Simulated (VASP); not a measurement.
RuSe:

```xyz
2
Lattice="3.1877 0.0000 0.0000 0.0000 3.1877 0.0000 0.0000 0.0000 3.1877" Properties=species:S:1:pos:R:3 pbc="T T T"
Ru    0.0000    0.0000    0.0000
Se    1.5938    1.5938    1.5938
```

The cell comes from a database or a generator and needn't be the stable form of this composition.

```yaml
Program: VASP 6.6.1
Task: relaxation of cell and atoms
Functional: BLYP
Potentials_or_basis: VASP PAW PBE potentials, release 64 (Ru_pv, Se)
Cutoff: 600 eV
k_mesh: 8 × 8 × 8
Occupations: fermi-dirac, width 0.05 eV
Spin: no spin polarisation
```

At the start: pressure 2.7 GPa; volume 16.20 Å³/atom.

Problem. Where does the relaxation end?

Solution. Over 3 steps the energy falls by 2.5 meV/atom and the volume is 16.50 Å³/atom (+1.9 %); space group Pm-3m (No. 221, to 0.05 Å).

The path:
```
step  energy change (eV)  largest force (eV/Å)  pressure (GPa)  volume (Å³)
   1              0.0000                0.0000            2.69        32.39
   2              0.0009                0.0000           -2.70        33.68
   3             -0.0050                0.0000           -0.01        33.00
```

Final structure:
```
Ru Se
1.0
     3.20760    0.00000    0.00000
     0.00000    3.20760    0.00000
     0.00000    0.00000    3.20760
Ru Se
1 1
Cartesian
  0.0000 0.0000 0.0000
  1.6038 1.6038 1.6038
```

Caveat: the PAW data sets were made with another functional, which shifts forces and pressure a little.
